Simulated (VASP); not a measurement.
Level of theory: PBE GGA, VASP's PBE PAW potentials (set 64) (plane waves; VASP 6.6.1).

The input files of a VASP run:

**POSCAR**
```
Zr
3.2292740
  0.5000000013  -0.8660253893   0.0000000000
  0.5000000013   0.8660253893   0.0000000000
  0.0000000000   0.0000000000   1.6044222883
Zr
2
Cartesian
  0.5000000013   0.2886757071   0.4011055721
  0.5000000013  -0.2886757071   1.2033167162
```

### KPOINTS
```
k-points along high-symmetry lines
10
Line-mode
Reciprocal
  0.000000   0.000000   0.000000 ! GAMMA
  0.000000   0.500000   0.000000 ! M

  0.000000   0.500000   0.000000 ! M
 -0.333333   0.666667   0.000000 ! K

 -0.333333   0.666667   0.000000 ! K
  0.000000   0.000000   0.000000 ! GAMMA

  0.000000   0.000000   0.000000 ! GAMMA
  0.000000   0.000000   0.500000 ! A

  0.000000   0.000000   0.500000 ! A
  0.000000   0.500000   0.500000 ! L

  0.000000   0.500000   0.500000 ! L
 -0.333333   0.666667   0.500000 ! H

 -0.333333   0.666667   0.500000 ! H
  0.000000   0.000000   0.500000 ! A

  0.000000   0.500000   0.500000 ! L
  0.000000   0.500000   0.000000 ! M

 -0.333333   0.666667   0.500000 ! H
 -0.333333   0.666667   0.000000 ! K
```

**INCAR**
```
GGA = PE
NELM = 100   # most electronic steps
LCHARG = F
ALGO = Normal
ENCUT = 520
LMAXMIX = 4   # l cut-off of mixed one-centre charges
SYSTEM = Zr
LREAL = F
SIGMA = 0.05
ICHARG = 11   # fixed density
PREC = Accurate
LORBIT = 11
ISMEAR = 0   # Gaussian
LASPH = T   # aspherical one-centre terms
EDIFF = 1E-7
LWAVE = F
```

POTCAR, in this order: Zr_sv (PBE.64 set). Program: vasp_std. Read from the step before: CHGCAR.

Output of the run:

### OUTCAR
```
 ion  position               nearest neighbor table
   1  0.333  0.667  0.250-   2 3.19   2 3.19   2 3.19   2 3.19   2 3.19   2 3.19
   2  0.667  0.333  0.750-   1 3.19   1 3.19   1 3.19   1 3.19   1 3.19   1 3.19
  LATTYP: Found a hexagonal cell.
 ALAT       =     3.2292739617
 C/A-ratio  =     1.6044223073
 Subroutine PRICEL returns:
 Original cell was already a primitive cell.
 Subroutine GETGRP returns: Found 24 space group operations
The static configuration has the point symmetry D_3d.
 The point group associated with its full space group is D_6h.
The dynamic configuration has the point symmetry D_3d.
 Subroutine INISYM returns: Found 24 space group operations
   k-points           NKPTS =     90   k-points in BZ     NKDIM =     90   number of bands    NBANDS=     16
   number of dos      NEDOS =    301   number of ions     NIONS =      2
   total plane-waves  NPLWV =  23040
   dimension x,y,z NGX =    24 NGY =   24 NGZ =   40
   dimension x,y,z NGXF=    48 NGYF=   48 NGZF=   80
   ions per type =               2
   PREC   = accura    normal or accurate (medium, high low for compatibility)
   ISTART =      0    job   : 0-new  1-cont  2-samecut
   ICHARG =     11    charge: 1-file 2-atom 10-const
   ISPIN  =      1    spin polarized calculation?
   LNONCOLLINEAR =      F non collinear calculations
   LSORBIT =      F    spin-orbit coupling
...
```

### OSZICAR
```
       N       E                     dE             d eps       ncg     rms          rms(c)
DAV:   1     0.225313201316E+03    0.22531E+03   -0.13848E+04  2880   0.149E+03
DAV:   2    -0.237697146056E+01   -0.22769E+03   -0.22561E+03  3664   0.417E+02
DAV:   3    -0.167725738071E+02   -0.14396E+02   -0.14309E+02  5480   0.793E+01
DAV:   4    -0.170673144597E+02   -0.29474E+00   -0.29468E+00  3080   0.124E+01
DAV:   5    -0.170782461561E+02   -0.10932E-01   -0.10931E-01  4640   0.151E+00
DAV:   6    -0.170782992615E+02   -0.53105E-04   -0.53106E-04  3184   0.140E-01
DAV:   7    -0.170783003883E+02   -0.11268E-05   -0.11269E-05  4760   0.154E-02
DAV:   8    -0.170783003973E+02   -0.90204E-08   -0.82310E-08  2944   0.185E-03
   1 F= -.17078300E+02 E0= -.17076811E+02  d E =-.297868E-02
```

File OUTCAR:
```
 val. band max:        9.0000378037   @ k =  -0.3333   0.6667   0.2778

 cond. band min:       9.0378007744   @ k =   0.0000   0.0000   0.3333



 k-point     1 :       0.0000    0.0000    0.0000
  band No.  band energies     occupation
      1     -39.9075      2.00000
      2     -39.7604      2.00000
      3     -18.4165      2.00000
      4     -17.5563      2.00000
      5     -17.5563      2.00000
      6     -17.4406      2.00000
      7     -17.4223      2.00000
      8     -17.4223      2.00000
      9       3.2909      2.00000
     10       5.9178      2.00000
     11       9.8151      0.00000
     12       9.8151      0.00000
     13       9.8872      0.00000
     14      10.0325      0.00000
     15      10.4865      0.00000
     16      10.4865      0.00000

 k-point     2 :       0.0000    0.0556    0.0000
  band No.  band energies     occupation
      1     -39.9040      2.00000
      2     -39.7588      2.00000
      3     -18.4072      2.00000
      4     -17.5775      2.00000
      5     -17.5632      2.00000
      6     -17.4444      2.00000
      7     -17.4443      2.00000
      8     -17.4251      2.00000
      9       3.3779      2.00000
     10       5.9987      2.00000
     11       9.5385      0.00000
     12       9.8579      0.00000
     13       9.8954      0.00000
     14      10.1146      0.00000
     15      10.4086      0.00000
     16      10.5621      0.00000

 k-point     3 :       0.0000    0.1111    0.0000
  band No.  band energies     occupation
      1     -39.8938      2.00000
      2     -39.7545      2.00000
      3     -18.3798      2.00000
      4     -17.6385      2.00000
      5     -17.5828      2.00000
      6     -17.5069      2.00000
      7     -17.4560      2.00000
      8     -17.4335      2.00000
      9       3.6320      2.00000
     10       6.2270      2.00000
     11       9.1704      0.00001
     12       9.4121      0.00000
     13      10.1341      0.00000
     14      10.1682      0.00000
...
```

The density is held fixed in this step, so its total energy and stress have no physical meaning.

The compound is Zr in the hcp structure. It was relaxed first.
